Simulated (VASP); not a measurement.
Wanted: the native input for a VASP 6.6.1 run.

- Task: single point
- Functional: PBE
- Potentials or basis: VASP PAW PBE potentials, release 64 (Bi_d, O)
- Cutoff: 520 eV
- k mesh: 4 × 4 × 4
- Occupations: gaussian, width 0.1 eV
- Spin: no spin polarisation
- Dipole correction: no
- Further INCAR settings: ALGO = Fast; EDIFF = 1e-06; NBANDS = 34

The structure of BiO6 lies in POSCAR:

```
BiO6
1.0
    4.2830587600      0.0000000000      0.0000000000
    0.0000000000      4.2830587600      0.0000000000
    0.0000000000      0.0000000000      4.2830587600
Bi O
1 6
Direct
    0.0000000000      0.0000000000      0.0000000000
    0.5000000000      0.5000000000      0.2070000000
    0.5000000000      0.5000000000      0.7930000000
    0.2070000000      0.5000000000      0.5000000000
    0.7930000000      0.5000000000      0.5000000000
    0.5000000000      0.2070000000      0.5000000000
    0.5000000000      0.7930000000      0.5000000000
```

The cell was built by a generator and needn't be a form met in nature.

The cell isn't the ideal one: species swapped into the PrB6 type (Pm-3m, No. 221).

One way to write it, as run:

INCAR

```
PREC = Accurate
ENCUT = 520
EDIFF = 1E-6
ISMEAR = 0
SIGMA = 0.1
LREAL = F
LASPH = T
NELM = 80
ALGO = Fast
ISIF = 2
LWAVE = F
LCHARG = F
GGA = PE
NBANDS = 34
```

KPOINTS

```
Automatic mesh
0
Gamma
  4 4 4
```

Potentials or basis: VASP PAW PBE potentials, release 64 (Bi_d, O).

Run with:

```console
$ cat potpaw_PBE.64/Bi_d/POTCAR potpaw_PBE.64/O/POTCAR > POTCAR
$ mpirun -np 1 vasp_std > vasp.out
```

Results of the run:

The pressure is 41.6 GPa, the largest force is 6.691 eV/Å and the band gap on the k mesh is none (metal or under the smearing width).

Caveat: the k mesh is coarse (spacing up to 0.37 Å⁻¹), so the values aren't converged; a pressure of tens of GPa on the cell as given is suspect, and the run, the potentials or the cell itself is likely at fault; spin-orbit coupling is left out, which moves the levels of the heavy elements; an odd number of electrons without spin polarisation forces a metal; a magnetic or distorted state may lie lower.

It took 25 s on 1 thread of AMD EPYC 7R13 Processor (Zen 3) (shared host), peak memory 0.15 GiB.
